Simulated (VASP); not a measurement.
Given:

```xyz
5
Lattice="5.8390 0.0000 0.0000 0.0000 5.8390 0.0000 0.0000 0.0000 5.8390" Properties=species:S:1:pos:R:3 pbc="T T T"
Cs     0.0000     0.0000     0.0000
Sn     2.9195     2.9195     2.9195
Br     2.9195     0.0000     2.9195
Br     0.0000     2.9195     2.9195
Br     2.9195     2.9195     0.0000
```

Calculation: PBE GGA, VASP's PBE PAW potentials (set 64) (plane waves; VASP 6.6.1). Run with 300 eV cut-off, 3×3×3 Γ-centred mesh, Gaussian smearing of 0.010 eV, potentials Cs_sv Sn_d Br.

Unless said otherwise, spin-orbit coupling is left out, though it shifts the bands of the heavy elements here.

Question: Give the energies of bands 13 to 25 at the high-symmetry points, in eV from the valence-band maximum.

Answer: 
```json
[
 {"band": "13", "Γ": "-6.23", "X": "-7.34", "M": "-8.12", "R": "-8.76"},
 {"band": "14", "Γ": "-5.24", "X": "-5.15", "M": "-5.00", "R": "-3.79"},
 {"band": "15", "Γ": "-5.24", "X": "-5.15", "M": "-3.99", "R": "-3.79"},
 {"band": "16", "Γ": "-5.24", "X": "-3.70", "M": "-3.33", "R": "-3.79"},
 {"band": "17", "Γ": "-3.03", "X": "-3.20", "M": "-3.33", "R": "-3.32"},
 {"band": "18", "Γ": "-3.03", "X": "-3.20", "M": "-3.33", "R": "-3.32"},
 {"band": "19", "Γ": "-3.03", "X": "-3.16", "M": "-3.28", "R": "-2.53"},
 {"band": "20", "Γ": "-2.90", "X": "-3.02", "M": "-3.28", "R": "-2.53"},
 {"band": "21", "Γ": "-2.90", "X": "-3.02", "M": "-2.55", "R": "-2.53"},
 {"band": "22", "Γ": "-2.90", "X": "-2.00", "M": "-0.98", "R": "0.00"},
 {"band": "23", "Γ": "2.23", "X": "1.50", "M": "1.04", "R": "0.52"},
 {"band": "24", "Γ": "3.27", "X": "3.66", "M": "1.04", "R": "0.52"},
 {"band": "25", "Γ": "3.27", "X": "4.31", "M": "3.93", "R": "0.52"}
]
```

The gap is direct, 0.52 eV, from the valence maximum at R to the conduction minimum at R.

The structure comes from a computed database's CsSnBr3 entry (Pm-3m); how it stands against other phases isn't given here. The cell was not relaxed at this level.
